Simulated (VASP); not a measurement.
Data:

```yaml
crystal:
  lattice:
    - [1.93977, -3.35978, 0.00000]
    - [1.93977, 3.35978, 0.00000]
    - [0.00000, 0.00000, 5.03123]
  atoms:
    - { symbol: Ni, position: [0.00000, 0.00000, 0.50000] }
    - { symbol: Ni, position: [0.00000, 0.00000, 0.00000] }
    - { symbol: Sb, position: [0.33333, 0.66667, 0.25000] }
    - { symbol: Sb, position: [0.66667, 0.33333, 0.75000] }
```

Level of theory: LDA (Ceperley-Alder, Perdew-Zunger), VASP's LDA PAW potentials (set 64) (plane waves; VASP 6.6.1). Settings: 500 eV cut-off, 9×9×6 Γ-centred mesh, first-order Methfessel-Paxton smearing of 0.10 eV, potentials Ni Sb.

Unless said otherwise, spin-orbit coupling is left out, though it shifts the bands of the heavy elements here.

### Question
Predict the energy per atom (σ→0), band gap (on the k-mesh) with the smallest direct gap where there is one.

### Answer

```yaml
band gap (on the k-mesh): none (metal, semimetal or under 0.01 eV)
energy per atom (σ→0): -6.040 eV/atom
```

The compound is NiSb in the NiAs type structure. It was relaxed first. The run is not spin-polarised, so no magnetic state was tried.
